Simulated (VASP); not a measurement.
Set up this calculation in VASP 6.6.1, as the native input.

```yaml
Task: single point
Functional: PBEsol
Potentials_or_basis: VASP PAW PBE potentials, release 64 (Te, Cl, F)
Cutoff: 520 eV
k_mesh: 6 × 6 × 6
Occupations: tetrahedron
Spin: no spin polarisation
Dipole_correction: no
Further_INCAR_settings: ALGO = Fast; EDIFF = 1e-06; NBANDS = 41
```

The structure of TeCl2F6 lies in POSCAR:

```
TeCl2F6
1.0
    0.0000000000      5.8498490000      0.0000000000
    5.8498490000      0.0000000000      0.0000000000
    2.9249240000      2.9249240000     -4.1365040000
Te Cl F
1 2 6
Direct
    0.0000000000      0.0000000000      0.0000000000
    0.2500000000      0.7500000000      0.5000000000
    0.7500000000      0.2500000000      0.5000000000
    0.2500000000      0.2500000000      0.5000000000
    0.7500000000      0.7500000000      0.5000000000
    0.2510000000      0.2510000000      0.0000000000
    0.2510000000      0.7490000000      0.0000000000
    0.7490000000      0.7490000000      0.0000000000
    0.7490000000      0.2510000000      0.0000000000
```

The cell was built by a generator and needn't be a form met in nature.

One way to write it, as run:

INCAR

```
PREC = Accurate
ENCUT = 520
EDIFF = 1E-6
ISMEAR = -5
SIGMA = 0.1
LREAL = F
LASPH = T
NELM = 60
ALGO = Fast
ISIF = 2
LWAVE = F
LCHARG = F
GGA = PS
NBANDS = 41
```

KPOINTS

```
Automatic mesh
0
Gamma
  6 6 6
```

Potentials or basis: VASP PAW PBE potentials, release 64 (Te, Cl, F).

Command:

```console
$ cat potpaw_PBE.64/Te/POTCAR potpaw_PBE.64/Cl/POTCAR potpaw_PBE.64/F/POTCAR > POTCAR
$ mpirun -np 1 vasp_std > vasp.out
```

It gave:

```
Pressure               : -9.8 GPa
Largest force          : 2.544 eV/Å
Band gap on the k mesh : none (metal or under the smearing width)
```

Caveat: the PAW data sets were made with another functional, which shifts forces and pressure a little; tetrahedron occupations give inexact forces and stress in metals.

Run time: 3.6 min on 1 thread of Intel(R) Xeon(R) 6975P-C (Granite Rapids) (shared host), peak memory 0.42 GiB.
